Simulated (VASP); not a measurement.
Calculation: PBE GGA, VASP's PBE PAW potentials (set 64) (plane waves; VASP).

VASP input:

INCAR:
```
ALGO = Normal
EDIFF = 1E-6
ENCUT = 520
GGA = PE
ISMEAR = 0
LASPH = .TRUE.
LCHARG = .FALSE.
LMAXMIX = 4
LREAL = .FALSE.
LWAVE = .TRUE.
NELM = 100
PREC = Accurate
SIGMA = 0.05
SYSTEM = SrCl2
```

KPOINTS:
```
Automatic mesh
0
Gamma
4 4 4
0 0 0
```

### POSCAR
```
SrCl2
1
    0.0000000000     3.5201566424     3.5201566424
    3.5201566424     0.0000000000     3.5201566424
    3.5201566424     3.5201566424     0.0000000000
Sr Cl
1 2
Direct
  0.0000000000   0.0000000000   0.0000000000
  0.2500000000   0.2500000000   0.2500000000
  0.7500000000   0.7500000000   0.7500000000
```

POTCAR, in this order: Sr_sv Cl (PBE.64 set). Program: vasp_std.

Q: Predict the energy per atom (σ→0), band gap (on the k-mesh).

A: 
```json
{
  "energy per atom (σ→0)": "-4.264 eV/atom",
  "band gap (on the k-mesh)": "5.23 eV"
}
```

### OSZICAR
```
...
DAV:   8    -0.127883524365E+02   -0.58820E-02   -0.62550E-02   320   0.151E+00    0.319E-01
DAV:   9    -0.127898286346E+02   -0.14762E-02   -0.27283E-03   376   0.316E-01    0.120E-01
DAV:  10    -0.127912095491E+02   -0.13809E-02   -0.11852E-03   288   0.230E-01    0.306E-02
DAV:  11    -0.127912844873E+02   -0.74938E-04   -0.10055E-04   392   0.568E-02    0.358E-02
DAV:  12    -0.127912957500E+02   -0.11263E-04   -0.15846E-05   288   0.228E-02    0.116E-02
DAV:  13    -0.127912986328E+02   -0.28829E-05   -0.75434E-06   376   0.151E-02    0.321E-03
DAV:  14    -0.127912986438E+02   -0.10935E-07   -0.21702E-07   240   0.357E-03
   1 F= -.12791299E+02 E0= -.12791299E+02  d E =-.451717E-22
```

The compound is SrCl2 in the fluorite structure. It was relaxed first.
